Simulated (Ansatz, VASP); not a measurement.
# TiB (TiB (Pnma)): VASP beside Ansatz, part 2 of 2

Aim: how closely do two programs agree when they are given the same cell, functional and k mesh? The cell is taken from a series of runs on this material, whose earlier steps may have relaxed, scaled, displaced or heated it; both programs get it as it stands.

VASP 6.6.1 and Ansatz 0.2.0.

So far: The structure; Ansatz: relaxation of cell and atoms, r2SCAN.

## (3) VASP: relaxation of cell and atoms, r2SCAN

Level of this step: r2SCAN; plane waves and PAW (Ti_sv, B) (VASP).

The same cell, functional, mesh and smearing now go to VASP, with its own data sets.

Lines of VASP's logs that name or quote its potential files are left out, and so is its time.

INCAR

```
SYSTEM = TiB
PREC = Accurate
ENCUT = 550
EDIFF = 1E-07
NELM = 120
ISMEAR = -1
SIGMA = 0.05
LREAL = .FALSE.
ALGO = Normal
METAGGA = R2SCAN
LASPH = .TRUE.
NBANDS = 38
LORBIT = 11
LWAVE = .FALSE.
LCHARG = .FALSE.
ISIF = 3
IBRION = 2
NSW = 80
EDIFFG = -0.005
GGA_COMPAT = .FALSE.
NELMIN = 4
LMIXTAU = .TRUE.
KPAR = 2
```

POSCAR

```
TiB
1.0
    6.1063650000      0.0000000000      0.0000000000
    0.0000000000      3.0502530000      0.0000000000
    0.0000000000      0.0000000000      4.5588690000
Ti B
4 4
Direct
    0.6775114164      0.2499999180      0.3777844900
    0.3224885836      0.7500000820      0.6222155100
    0.8224886655      0.7500000820      0.8777845996
    0.1775113345      0.2499999180      0.1222154004
    0.5300118810      0.2499999180      0.9004141159
    0.4699881190      0.7500000820      0.0995858841
    0.9699880371      0.7500000820      0.4004140062
    0.0300117992      0.2499999180      0.5995859938
```

KPOINTS

```
Automatic mesh
0
Gamma
7 13 9
0 0 0
```

PAW data sets: Ti_sv and B (PBE family, release 64).

Run with:

```sh
mpirun -np 2 vasp_std
```

Numbers of over 12 decimals in the logs are rounded to 6 here.

The program printed:

```text
[banner, memory and clock lines left out]
running    2 mpi-ranks, on    1 nodes
 distrk:  each k-point on    1 cores,    2 groups
 distr:  one band on    1 cores,    1 groups

 POSCAR found type information on POSCAR TiB
 POSCAR found :  2 types and       8 ions
|                                                                             |
|               ----> ADVICE to this user running VASP <----                  |
|                                                                             |
|     You enforced a specific xc type in the INCAR file but a different       |
|     [... a line on the potential file left out ...]
|     I HOPE YOU KNOW WHAT YOU ARE DOING!                                     |
|                                                                             |

 LDA part: xc-table for (None), standard interpolation
 POSCAR, INCAR and KPOINTS ok, starting setup
 FFT: planning ... GRIDC
 FFT: planning ... GRID_SOFT
 FFT: planning ... GRID
 WAVECAR not read
 entering main loop
       N       E                     dE             d eps       ncg     rms          rms(c)
DAV:   1     0.782130494934E+03    0.78213E+03   -0.31257E+04 10656   0.204E+03
DAV:   2     0.332224016963E+01   -0.77881E+03   -0.76114E+03 10640   0.613E+02
DAV:   3    -0.104220007787E+03   -0.10754E+03   -0.10485E+03 16152   0.195E+02
DAV:   4    -0.115605753544E+03   -0.11386E+02   -0.11319E+02 16036   0.585E+01
DAV:   5    -0.116190760740E+03   -0.58501E+00   -0.58459E+00 16194   0.124E+01    0.302E+01
DAV:   6    -0.915386356336E+02    0.24652E+02   -0.10127E+02 13766   0.800E+01    0.525E+00
DAV:   7    -0.871192850001E+02    0.44194E+01   -0.57101E+00 14770   0.150E+01    0.360E+00
DAV:   8    -0.879962814349E+02   -0.87700E+00   -0.21206E+00 11990   0.936E+00    0.252E+00
DAV:   9    -0.883078616801E+02   -0.31158E+00   -0.11368E+00 11756   0.882E+00    0.109E+00
DAV:  10    -0.883270686387E+02   -0.19207E-01   -0.28554E-01 15176   0.284E+00    0.585E-01
DAV:  11    -0.882521606768E+02    0.74908E-01   -0.83429E-02 11774   0.251E+00    0.526E-01
DAV:  12    -0.883365614366E+02   -0.84401E-01   -0.78404E-02 11686   0.208E+00    0.167E-01
DAV:  13    -0.883330628451E+02    0.34986E-02   -0.15063E-02 15828   0.777E-01    0.112E-01
DAV:  14    -0.883315897665E+02    0.14731E-02   -0.96254E-04 13118   0.214E-01    0.978E-02
DAV:  15    -0.883356840513E+02   -0.40943E-02   -0.18306E-03 11924   0.254E-01    0.272E-02
DAV:  16    -0.883367535155E+02   -0.10695E-02   -0.13159E-03 11750   0.237E-01    0.117E-02
DAV:  17    -0.883367572174E+02   -0.37018E-05   -0.82380E-05 14172   0.663E-02    0.412E-03
DAV:  18    -0.883367567820E+02    0.43535E-06   -0.11341E-05 12834   0.221E-02    0.418E-03
DAV:  19    -0.883367586262E+02   -0.18442E-05   -0.57233E-06 14010   0.157E-02    0.108E-03
DAV:  20    -0.883367587404E+02   -0.11426E-06   -0.64799E-07 11324   0.575E-03    0.656E-04
DAV:  21    -0.883367588504E+02   -0.10995E-06   -0.17210E-07  8182   0.339E-03    0.599E-04
DAV:  22    -0.883367589313E+02   -0.80920E-07   -0.49753E-08  7036   0.159E-03
   1 F= -.88336759E+02 E0= -.88322756E+02  d E =-.883368E+02
[...]
2 F= -.88336848E+02 E0= -.88322840E+02  d E =-.890570E-04
[...]
3 F= -.88336922E+02 E0= -.88322916E+02  d E =-.162993E-03
[...]
4 F= -.88336922E+02 E0= -.88322916E+02  d E =-.163008E-03
 curvature:  -0.29 expect dE=-0.122E-04 dE for cont linesearch -0.373E-08
 trial: gam= 0.07192 g(F)=  0.197E-04 g(S)=  0.217E-04 ort = 0.261E-05 (trialstep = 0.918E+00)
 search vector abs. value=  0.446E-04
 bond charge predicted
       N       E                     dE             d eps       ncg     rms          rms(c)
DAV:   1    -0.883368991904E+02    0.22750E-04   -0.48650E-03 12554   0.102E+00    0.548E-02
DAV:   2    -0.883369445000E+02   -0.45310E-04   -0.10875E-03 11548   0.259E-01    0.311E-02
DAV:   3    -0.883369347491E+02    0.97508E-05   -0.85108E-05 15564   0.800E-02    0.116E-02
DAV:   4    -0.883369346931E+02    0.55992E-07   -0.19267E-05 14430   0.354E-02    0.536E-03
DAV:   5    -0.883369362949E+02   -0.16018E-05   -0.59459E-06 14354   0.262E-02    0.183E-03
DAV:   6    -0.883369371327E+02   -0.83774E-06   -0.47458E-06 15280   0.172E-02    0.329E-03
DAV:   7    -0.883369378505E+02   -0.71785E-06   -0.18526E-07  7980   0.402E-03    0.159E-03
DAV:   8    -0.883369380461E+02   -0.19564E-06   -0.62117E-07 10294   0.591E-03    0.688E-04
DAV:   9    -0.883369380588E+02   -0.12606E-07   -0.40156E-08  6550   0.183E-03
   5 F= -.88336938E+02 E0= -.88322936E+02  d E =-.161197E-04
 trial-energy change:   -0.000016  1 .order   -0.000016   -0.000038    0.000007
 step:   0.7853(harm=  0.7786)  dis= 0.00028  next Energy=   -88.336939 (dE=-0.166E-04)
 reached required accuracy - stopping structural energy minimisation
```

Parts of OUTCAR (step 3):

```text
ion  position               nearest neighbor table
   1  0.678  0.250  0.378-   7 2.35   7 2.35   6 2.35   6 2.35   5 2.36   8 2.38   2 2.88   2 2.88
                             3 2.88   3 2.88   3 2.88   3 2.88
   2  0.322  0.750  0.622-   8 2.35   8 2.35   5 2.35   5 2.35   6 2.36   7 2.38   1 2.88   1 2.88
                             4 2.88   4 2.88   4 2.88   4 2.88
   3  0.822  0.750  0.878-   5 2.35   5 2.35   8 2.35   8 2.35   7 2.36   6 2.38   4 2.88   4 2.88
                             1 2.88   1 2.88   1 2.88   1 2.88
   4  0.178  0.250  0.122-   6 2.35   6 2.35   7 2.35   7 2.35   8 2.36   5 2.38   3 2.88   3 2.88
                             2 2.88   2 2.88   2 2.88   2 2.88
   5  0.530  0.250  0.900-   6 1.81   6 1.81   3 2.35   3 2.35   2 2.35   2 2.35   1 2.36   4 2.38

  LATTYP: Found a simple orthorhombic cell.
 ALAT       =     3.0502530000
 B/A-ratio  =     1.4945871703
 C/A-ratio  =     2.0019208243

 Subroutine GETGRP returns: Found  8 space group operations
 (whereof  2 operations were pure point group operations)

The static configuration has the point symmetry S_2 .
 The point group associated with its full space group is D_2h.

 Found    140 irreducible k-points:

   k-points           NKPTS =    140   k-points in BZ     NKDIM =    140   number of bands    NBANDS=     38

   dimension x,y,z NGX =    48 NGY =   24 NGZ =   36
   dimension x,y,z NGXF=    96 NGYF=   48 NGZF=   72

   ENCUT  =  550.0 eV  40.42 Ry    6.36 a.u.  11.68  5.83  8.72*2*pi/ulx,y,z

   NELECT =      60.0000    total number of electrons

 k-points in reciprocal lattice and weights: Automatic mesh
   0.00000000  0.00000000  0.00000000       0.001
   0.14285714  0.00000000  0.00000000       0.002
   0.28571429  0.00000000  0.00000000       0.002
   0.42857143  0.00000000  0.00000000       0.002
   0.00000000  0.07692308  0.00000000       0.002
   0.14285714  0.07692308  0.00000000       0.005
   0.28571429  0.07692308  0.00000000       0.005
   0.42857143  0.07692308  0.00000000       0.005
   0.00000000  0.15384615  0.00000000       0.002
[...]
0.28571429  0.46153846  0.44444444       0.010
   0.42857143  0.46153846  0.44444444       0.010

 average (electrostatic) potential at core
       1 -76.0188       2 -76.0188       3 -76.0188       4 -76.0188       5 -23.8469
       6 -23.8469       7 -23.8469       8 -23.8469

 E-fermi :   8.8104

 k-point     1 :       0.0000    0.0000    0.0000
  band No.  band energies     occupation
    ...
     24       6.2018      2.00000
     25       6.6144      2.00000
     26       7.3770      2.00000
     27       7.7086      2.00000
     28       7.9755      2.00000
     29       9.4783      0.00000
     30       9.6948      0.00000
     31       9.8529      0.00000
     32      10.1128      0.00000
     33      10.4014      0.00000
    ...

 k-point     2 :       0.1429    0.0000    0.0000
  band No.  band energies     occupation
    ...
     24       6.2898      2.00000
     25       6.7149      2.00000
     26       7.3901      2.00000
     27       7.5915      2.00000
     28       7.9298      2.00000
     29       9.4201      0.00001
     30       9.7820      0.00000
     31       9.7894      0.00000
     32       9.8108      0.00000
     33      10.5896      0.00000
    ...

 k-point     3 :       0.2857    0.0000    0.0000
  band No.  band energies     occupation
    ...
     24       6.7356      2.00000
     25       6.9445      2.00000
     26       7.3138      2.00000
     27       7.4238      2.00000
     28       7.7867      2.00000
     29       9.3243      0.00007
     30       9.5089      0.00000
     31       9.6910      0.00000
     32       9.8827      0.00000
     33      10.6443      0.00000
    ...

  Total       -0.0095793      0.0268022      0.0096941      0.0000000      0.0000000      0.0000000
  in kB       -0.1805343      0.5051230      0.1826988      0.0000000      0.0000000      0.0000000
  external PRESSURE =       0.1690958 kB  Pullay stress =       0.0000000 kB

  energy-cutoff  :      550.00
  volume of cell :       85.01
      direct lattice vectors                 reciprocal lattice vectors
     6.112423121  0.000000000  0.000000000     0.163601240  0.000000000  0.000000000
     0.000000000  3.049355977 -0.000000000     0.000000000  0.327938098  0.000000000
     0.000000000 -0.000000000  4.561017906     0.000000000  0.000000000  0.219249304

 POSITION                                       TOTAL-FORCE (eV/Angst)
 -----------------------------------------------------------------------------------
      4.14146      0.76234      1.72249         0.001121      0.000000     -0.001278
      1.97097      2.28702      2.83853        -0.001121     -0.000000      0.001278
      5.02718      2.28702      4.00300        -0.001121     -0.000000     -0.001278
      1.08524      0.76234      0.55802         0.001121     -0.000000      0.001278
      3.24004      0.76234      4.10714         0.000228     -0.000000      0.000493
      2.87238      2.28702      0.45388        -0.000228      0.000000     -0.000493
      5.92859      2.28702      1.82663        -0.000228     -0.000000      0.000493
      0.18383      0.76234      2.73439         0.000228      0.000000     -0.000493
 -----------------------------------------------------------------------------------
    total drift:                                0.000350     -0.001852     -0.000686

  FREE ENERGIE OF THE ION-ELECTRON SYSTEM (eV)
  ---------------------------------------------------
  free  energy   TOTEN  =       -88.3369380588 eV

  energy  without entropy=      -88.3089335972  energy(sigma->0) =      -88.32293583

 reached required accuracy - stopping structural energy minimisation

 total charge
# of ion       s       p       d       tot
------------------------------------------
    1        2.201   6.222   1.885  10.308
    2        2.201   6.222   1.885  10.308
    3        2.201   6.222   1.885  10.308
    4        2.201   6.222   1.885  10.308
    5        0.704   1.219   0.000   1.923
    6        0.704   1.219   0.000   1.923
    7        0.704   1.219   0.000   1.923
    8        0.704   1.219   0.000   1.923
--------------------------------------------------
tot         11.620  29.763   7.539  48.922

[... 3 further parts left out ...]
```

The run keeps the 8 symmetry operations of its start, so it cannot find a distortion of lower symmetry.

## (4) Comparison

Known differences besides the potentials themselves: VASP keeps PBE cores, Ansatz makes them for the functional; the cutoff is 500 eV in Ansatz and 550 eV in VASP; Ansatz adds a Pulay correction to the stress that steers its cell, VASP none; in our runs with r2SCAN, forces from VASP's data set Ti_sv part from Ansatz's all-electron ones, so neither program is the reference here. Total energies have different zeros and are not compared.

The two programs side by side:

```csv
quantity,Ansatz,VASP,difference
volume (Å³),84.79,85.01,-0.26 %
"edge a after relaxation, in the typed setting (Å)",6.105,6.112,-0.12 %
"edge b after relaxation, in the typed setting (Å)",3.048,3.049,-0.05 %
"edge c after relaxation, in the typed setting (Å)",4.557,4.561,-0.09 %
```

## (5) Results

```json
{
  "difference in volume (relaxation of cell and atoms, r2SCAN)": "-0.26 %"
}
```

**Reading.** The difference in volume is -0.26 % (relaxation of cell and atoms, r2SCAN), within the 1.2 % picked in this series as the mark of a large difference, as far as the stopping tolerances let one tell. How closely two codes agree says nothing of how well the functional describes the real material.

[Lines on the potential files, build, host, timing and source positions are cut from VASP's logs without a mark.]

[Logs are printed without paths, hosts, clocks, repeated set-up lines and the standing remarks that a program may print on its own settings, such as how far it seeks lower states.]

[Hosts, paths, dates, database ids (printed as entryN), source tags and the programs' standing remarks are cut or masked in the printed files.]
